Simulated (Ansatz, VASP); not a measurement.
# As (arsenene, 1 layer): VASP beside Ansatz

One calculation is typed for both programs; each brings its own data sets. How far apart do they land? The structure shown is the start of the Ansatz relaxation below; VASP solves that cell, so the two are compared at the walk's first step.

Program: Ansatz 0.2.0. Level of theory: plane waves, with VASP 6.6.1 beside it; single point at PBE. Results are calculated unless marked as measured.

**1. Set-up**

The cell holds 2 atoms: 2 As. Its edges and angles: a = 3.610 Å, b = 3.610 Å, c = 16.400 Å, α = 90.0°, β = 90.0°, γ = 120.0°. Vacuum lies along c.

Structure file:

```cif
data_structure
_symmetry_space_group_name_H-M 'P 1'
_symmetry_Int_Tables_number 1
_cell_length_a 3.6100
_cell_length_b 3.6100
_cell_length_c 16.4000
_cell_angle_alpha 90.000
_cell_angle_beta 90.000
_cell_angle_gamma 120.000
_cell_volume 185.09
loop_
_atom_site_label
_atom_site_type_symbol
_atom_site_fract_x
_atom_site_fract_y
_atom_site_fract_z
_atom_site_occupancy
As1 As 0.66667 0.33333 0.45732 1
As2 As 0.33333 0.66667 0.54268 1
```

**2. Ansatz: relaxation, PBE**

Ansatz runs on its default PAW (the set named soft_2) files.

The two programs are compared at the cell with which this relaxation starts, whose forces are those of its first step.

input.yaml

```yaml
crystal:
  lattice:
    - [3.61, 0.0, 0.0]
    - [-1.805, 3.1263517077, 0.0]
    - [0.0, 0.0, 16.4]
  atoms:
    - { symbol: As, position: [0.6666666667, 0.3333333333, 0.4573170732] }
    - { symbol: As, position: [0.3333333333, 0.6666666667, 0.5426829268] }
kpoints:
  mp_grid: { grid: [12, 12, 1] }
hamiltonian:
  xc: pbe
scf:
  occupations: { method: fermi_dirac, width: 0.05 }
  convergence: { dr2_threshold: 1.0e-08 }
efield:
  axis: 3
  dipole_correction: true
  ramp_position: 0.97
  ramp_width: 0.04
relax:
  f_tol: 0.01
  cell: { fix: [c, alpha, beta] }
output:
  write_potential: true
  write_density: true
  volumetric_format: npy
```

On the command line:

```sh
ansatz run input.yaml --threads 2 --pin off --max-ram 4096MiB --backend cpu --events-out ev --progress --plain --runs-dir out
```

Numbers of over 12 decimals in the logs are rounded to 6 here.

Log:

```text
Warning: relax.cell: scf.convergence.dr2_threshold = 1e-8 eV is looser than the 2e-10 eV advised for a relaxation that steers and ends on the stress (1e-10 eV for each atom of the cell: 2). What an SCF threshold leaves in a stress goes as its square root, and in the free energy as the threshold itself, and one threshold admits the most on a small cell: [figures from the program's tests cut] Set scf.convergence.dr2_threshold to 2e-10 eV or tighter. The threshold is an SCF's pass mark: one that does not reach it within its budget of iterations ends unconverged, or closes short of it on a stop that the run arms, and scf.convergence.dr2_threshold's page says what that costs each kind of run
Engine: ansatz 0.2.0, aarch64-unknown-linux-gnu
Pseudopotentials: kind: paw
Pseudopotential: As, paw, valence charge 15, recommended cutoff 420 eV (normal), As.paw.azcp
Functional definition: PBE
  parameter kappa = 0.804
  parameter beta = 0.066725
  exchange = pbe_x(kappa = kappa, mu = beta*pi^2/3)
  correlation = pbe_c(beta = beta)
Crystal: 2 atoms, lattice volume = 185.093 Å³
Basis set: ecut = 420 eV, 3559 PW (Γ), exchange–correlation on 50×50×240 points (8 copies of the dense FFT grid, shifted against one another)
Bands: 19, of which v1, the nominal top of the filled ones, is band 15 counted from 1 (14 counted from 0)
Symmetry: 6 space group operations
k-points: 19 of 144 (time reversal used)
Non-local potential: As, projectors of the file, l = 0: 2, l = 1: 2, l = 2: 3, l = 3: 1
PAW form: soft (Blöchl's): semilocal exchange-correlation on the pseudo side does not see the compensation charge
PAW one-centre angular grid: As, 590 points (default); XC on 64 Gauss nodes
Initial density: superposition of atomic densities (neutral atoms: chi_scale 0, normalization atom), corrected by the library's trained network
Initial wavefunctions: pseudopotential atomic-orbital guess
Functional: x = pbe(κ = 0.804, μ = 0.219515), c = pbe(β = 0.066725)
SCF iter   1: F=—  HF=-9712.267603 eV  |F-HF|=—  |Δ(HF+E_count)|=         —  Δρ=8.60e-4  dr2=1.69e-3  ethr=1.77e-3  p=0.000 e·Å  D=1.72e-4 V/Å  ΔV_dip=-0.00 eV  dr2_dipole=1.50e-7  V_vac-E_F(+/−)=4.51/4.51 eV  ⟨swp⟩=6.5  Hψ=1908  notcnv=0
efield: sawtooth ramp at fractional position 0.9700 (set: `efield.ramp_position`, or a place that a band, a saddle search or an elastic batch's reference lends), width 0.0400; the density the first Hamiltonian is built on has a dipole p = 0.000 e·Å; the dipole correction subtracts the counter field D = 1.72e-4 V/Å, which shifts the + side's vacuum level by -0.00 eV against the − side's; the planar-averaged density in the ramp window peaks in size at 1.9e-5 e/Å³
preconditioner: auto → none  [insulator: Δε(μ)=1.598 eV  Ē_g=9.374 eV  σ=0.050 eV  W_gap=1.00  n_scr=16 (ndim 8)  ℏωp=8.6 eV  f_vac=0.690  D(μ)=0.00/eV (n_scr^D=0)  ε∞_Penn≈1.8]
SCF iter   2: F=—  HF=-9712.268181 eV  |F-HF|=—  |Δ(HF+E_count)|=   5.78e-4  Δρ=4.25e-4  dr2=3.35e-4  ethr=5.63e-6  p=-0.000 e·Å  D=-9.91e-5 V/Å  ΔV_dip=0.00 eV  dr2_dipole=8.25e-7  V_vac-E_F(+/−)=4.55/4.55 eV  ⟨swp⟩=2.1  Hψ=875  notcnv=0
SCF iter   3: F=—  HF=-9712.268485 eV  |F-HF|=—  |Δ(HF+E_count)|=   3.03e-4  Δρ=1.68e-4  dr2=2.16e-4  ethr=1.12e-6  p=0.001 e·Å  D=1.16e-3 V/Å  ΔV_dip=-0.02 eV  dr2_dipole=4.69e-5  V_vac-E_F(+/−)=4.55/4.56 eV  ⟨swp⟩=2.4  Hψ=740  notcnv=0
SCF iter   4: F=—  HF=-9712.268498 eV  |F-HF|=—  |Δ(HF+E_count)|=   1.30e-5  Δρ=1.77e-4  dr2=4.14e-4  ethr=7.18e-7  p=-0.002 e·Å  D=-1.70e-3 V/Å  ΔV_dip=0.03 eV  dr2_dipole=1.01e-4  V_vac-E_F(+/−)=4.57/4.54 eV  ⟨swp⟩=3.0  Hψ=646  notcnv=0
SCF iter   5: F=—  HF=-9712.268448 eV  |F-HF|=—  |Δ(HF+E_count)|=   4.98e-5  Δρ=7.74e-5  dr2=5.25e-5  ethr=7.18e-7  p=-0.001 e·Å  D=-5.87e-4 V/Å  ΔV_dip=0.01 eV  dr2_dipole=1.22e-5  V_vac-E_F(+/−)=4.56/4.55 eV  ⟨swp⟩=1.5  Hψ=387  notcnv=0
SCF iter   6: F=—  HF=-9712.268453 eV  |F-HF|=—  |Δ(HF+E_count)|=   5.07e-6  Δρ=1.91e-5  dr2=3.03e-6  ethr=1.75e-7  p=-0.000 e·Å  D=-1.38e-4 V/Å  ΔV_dip=0.00 eV  dr2_dipole=6.89e-7  V_vac-E_F(+/−)=4.56/4.56 eV  ⟨swp⟩=1.6  Hψ=381  notcnv=0
SCF iter   7: F=—  HF=-9712.268460 eV  |F-HF|=—  |Δ(HF+E_count)|=   6.55e-6  Δρ=3.57e-6  dr2=5.58e-8  ethr=1.01e-8  p=-0.000 e·Å  D=-1.82e-5 V/Å  ΔV_dip=0.00 eV  dr2_dipole=9.90e-9  V_vac-E_F(+/−)=4.56/4.56 eV  ⟨swp⟩=2.0  Hψ=397  notcnv=0
SCF iter   8: F=-9712.268460 eV  HF=-9712.268460 eV  |F-HF|=1.59e-9  |Δ(HF+E_count)|=   1.23e-8  Δρ=8.31e-7  dr2=1.96e-9  ethr=3.33e-11  p=-0.000 e·Å  D=-7.13e-7 V/Å  ΔV_dip=0.00 eV  dr2_dipole=1.20e-10  V_vac-E_F(+/−)=4.56/4.56 eV  ⟨swp⟩=6.6  Hψ=2310  notcnv=0
SCF 1 converged in 8 iterations: F = -9712.268460 eV  dr2 = 1.96e-9
[...]
SCF iter   5: F=—  HF=-9712.269199 eV  |F-HF|=—  |Δ(HF+E_count)|=   1.96e-7  Δρ=1.05e-5  dr2=1.66e-6  ethr=8.26e-10  p=-0.000 e·Å  D=-1.10e-4 V/Å  ΔV_dip=0.00 eV  dr2_dipole=4.11e-7  V_vac-E_F(+/−)=4.58/4.58 eV  ⟨swp⟩=3.0  Hψ=691  notcnv=0  recentre
SCF iter   6: F=—  HF=-9712.269199 eV  |F-HF|=—  |Δ(HF+E_count)|=   2.39e-7  Δρ=2.42e-6  dr2=1.72e-8  ethr=8.26e-10  p=0.000 e·Å  D=1.04e-5 V/Å  ΔV_dip=-0.00 eV  dr2_dipole=3.32e-9  V_vac-E_F(+/−)=4.58/4.58 eV  ⟨swp⟩=2.0  Hψ=417  notcnv=0
SCF iter   7: F=-9712.269199 eV  HF=-9712.269199 eV  |F-HF|=4.55e-11  |Δ(HF+E_count)|=   1.32e-9  Δρ=3.70e-7  dr2=1.77e-10  ethr=3.33e-11  p=0.000 e·Å  D=1.01e-6 V/Å  ΔV_dip=-0.00 eV  dr2_dipole=1.57e-11  V_vac-E_F(+/−)=4.58/4.58 eV  ⟨swp⟩=7.7  Hψ=1978  notcnv=0
SCF 3 converged in 7 iterations: F = -9712.269199 eV  dr2 = 1.77e-10
relax step   3: F+E_penalty+E_count = -9712.26919857 eV  Δ(F+E_penalty+E_count) = -7.390e-4 eV  max|allowed force component| = 2.378e-3 eV/Å  Δτ_max = 0.0047 Å  P = -0.018 GPa  Ω = 184.829 Å³  energy of the carried Pulay correction = +8.758e-6 eV  fix = [c, alpha, beta]  reactions: c -0.003 GPa  (7 SCF iters, accepted)
Initial wavefunctions: pseudopotential atomic-orbital guess (no wavefunctions were taken with the density)
iter 1 solved again at ethr=1.55e-7 eV; its pass at ethr=3.10e-3 eV (dr2=4.65e-5 eV) is discarded
SCF iter   1: F=—  HF=-9712.269179 eV  |F-HF|=—  |Δ(HF+E_count)|=         —  Δρ=1.02e-6  dr2=1.27e-9  ethr=1.55e-7  p=0.000 e·Å  D=1.01e-6 V/Å  ΔV_dip=-0.00 eV  dr2_dipole=1.58e-11  V_vac-E_F(+/−)=4.58/4.58 eV  ⟨swp⟩=3.4  Hψ=2837  notcnv=0
efield: sawtooth ramp at fractional position 0.9700 (set: `efield.ramp_position`, or a place that a band, a saddle search or an elastic batch's reference lends), width 0.0400; the density the first Hamiltonian is built on has a dipole p = 0.000 e·Å; the dipole correction subtracts the counter field D = 1.01e-6 V/Å, which shifts the + side's vacuum level by -0.00 eV against the − side's; the planar-averaged density in the ramp window peaks in size at 3.3e-7 e/Å³
eigensolver tolerance schedule: the retry pair's looser diagonalisation over-reported the residual by 36748.65 of it (diagonalisation noise at an unbounded share of the residual, at the tolerance the schedule requests for it); recorded, not acted on — ethr = c·dr2/N_el stays at c = 1.0e-1
preconditioner: auto → none  [insulator: Δε(μ)=1.640 eV  Ē_g=9.437 eV  σ=0.050 eV  W_gap=1.00  n_scr=16 (ndim 8)  ℏωp=8.6 eV  f_vac=0.690  D(μ)=0.00/eV (n_scr^D=0)  ε∞_Penn≈1.8]
SCF iter   2: F=—  HF=-9712.269192 eV  |F-HF|=—  |Δ(HF+E_count)|=   1.23e-5  Δρ=4.82e-7  dr2=1.32e-9  ethr=4.22e-12  p=-0.000 e·Å  D=-1.77e-6 V/Å  ΔV_dip=0.00 eV  dr2_dipole=1.74e-10  V_vac-E_F(+/−)=4.58/4.58 eV  ⟨swp⟩=12.4  Hψ=2857  notcnv=0
SCF iter   3: F=-9712.269192 eV  HF=-9712.269192 eV  |F-HF|=1.78e-9  |Δ(HF+E_count)|=  1.51e-10  Δρ=3.84e-7  dr2=1.53e-9  ethr=4.22e-12  p=0.000 e·Å  D=3.74e-6 V/Å  ΔV_dip=-0.00 eV  dr2_dipole=3.55e-10  V_vac-E_F(+/−)=4.58/4.58 eV  ⟨swp⟩=5.0  Hψ=1955  notcnv=0
SCF 4 converged in 3 iterations: F = -9712.269192 eV  dr2 = 1.53e-9
relax step   4: F+E_penalty+E_count = -9712.26919172 eV  Δ(F+E_penalty+E_count) = +6.854e-6 eV  max|allowed force component| = 2.363e-3 eV/Å  Δτ_max = 0.0000 Å  P = -0.018 GPa  Ω = 184.829 Å³  fix = [c, alpha, beta]  reactions: c -0.003 GPa  stress off target by 2.54e-2 GPa on what of the cell is left free  SCF on the basis re-selected at this cell (its energy is not comparable with the rows above)  (3 SCF iters)
basis re-selected at this cell: Δ(F+E_penalty+E_count) = +6.854e-6 eV, ΔP = -0.000 GPa vs the last step (what re-selecting the basis moved, of the pressure what is left beyond the Pulay correction that the steps carried, after the strain that the cell walked since its last selection, with what the two solves' SCF thresholds leave and, on support functions, any second-order correction that the steps lacked; it is no m [...]
WARN: The output density's exchange-correlation potential varies sharply where the density is thin. Do not read a vacuum level from v_tot or v_xc, or from such a field of the output density. On a cell that repeats whose density bears no net charge and no dipole along the vacuum's axis use v_es (v_loc + v_h of the components); under efield.dipole_correction with no amplitude use v_es + v_field, which holds any externa [...]
SCF converged after 3 iterations
Free energy (F): -9712.269192 eV
Harris-Foulkes:  -9712.269192 eV  (|F-HF|=1.78e-9)
Internal energy: -9712.269192 eV  (E = F + TS)
E sigma→0 (E₀):  -9712.269192 eV
Fermi energy:    -1.061844 eV
Dipole field:    D = -0.000023 V/Å  (p = -0.000023 e·Å, saw-weighted, corrected)
Work function:   Φ+ = 4.5834 eV   Φ− = 4.5830 eV
Levels:          The Fermi level and band energies are counted from a zero that moves with the ramp; work functions are not
--- Per-component energies (eV) ---
  E_band       = -808.718377
  E_kinetic    = 203.881114
  E_local      = -16807.326913  (includes V_loc(G=0)·N_el)
  E_nonlocal   = -1341.471923
  E_hartree    = 8413.650821
  E_xc         = -157.584304
  E_vxc        = -157.125318  (∫ρ·V_xc dr)
  E_paw        = -3669.147463  (= ΣΔE_a)
  E_vpaw       = 466.023579  (= ΣTr[D̂ρ^β])
  E_aug_tail   = 0.000013  (compensation charges beyond the density's cutoff)
  E_efield     = 0.000000  (sawtooth field / dipole correction)
  E_vefield    = 0.000111  (∫n·V_field dr)
  E_ewald      = 3645.729463
  E_smearing   = -0.000000  (= −TS)
  E_closure    = 0.000000  (closes the sum)
  Σ components = -9712.269192   (vs F -9712.269192, Δ=0.00e0)
--- Forces (eV/Å), atoms counted from 1 ---
  atom   1  As    -0.00000000     0.00000000     0.00236483
  atom   2  As     0.00000000    -0.00000000    -0.00236133
  max |Σ_I F_I| component: 3.50e-6 eV/Å
--- Stress (GPa, compression-positive) ---
       -0.025446       0.000000      -0.000000
        0.000000      -0.025446       0.000000
       -0.000000       0.000000      -0.002822
  P = ⅓ Tr σ = -0.0179 GPa (-0.179 kbar)
--- Band table (eV; the first three rows and the last of 19) ---
  k-point 0: bands = [... 11 lower, -9.0119, -2.3798, -1.8526, -1.8526, 0.1022, 1.6515, 1.6515, 3.0672]
  k-point 1: bands = [... 11 lower, -9.0003, -2.7376, -2.3363, -2.0575, 0.7215, 1.5404, 1.8611, 3.1987]
  k-point 2: bands = [... 11 lower, -9.0129, -4.0456, -2.5124, -2.2445, 0.4152, 2.2265, 2.2747, 3.5040]
  k-point 18: bands = [... 11 lower, -11.7704, -6.1866, -3.8221, -3.8220, 0.1829, 2.7375, 2.7375, 6.2541]
--- Relaxed structure (3 steps of the walk, 2 accepted, 1 SCFs on fresh bases) ---
  F+E_penalty+E_count = -9712.26919172 eV   max|allowed force component| = 2.363e-3 eV/Å   (the final SCF, on the basis selected at the relaxed cell)
  cell:  # Å, volume = 184.8289 Å³
    - [3.607428, 0, 0]
    - [-1.803714, 3.124125, 0]
    - [0, 0, 16.4]
  atoms:
    - { symbol: As, position: [0.666667, 0.333333, 0.457605] }
    - { symbol: As, position: [0.333333, 0.666667, 0.542395] }
```

[end of part 1 of 2]

[Lines on the potential files, build, host, timing and source positions are cut from VASP's logs without a mark.]

[Logs are printed without paths, hosts, clocks, repeated set-up lines and the standing remarks that a program may print on its own settings, such as how far it seeks lower states.]

[Hosts, paths, dates, database ids (printed as entryN), source tags and the programs' standing remarks are cut or masked in the printed files.]
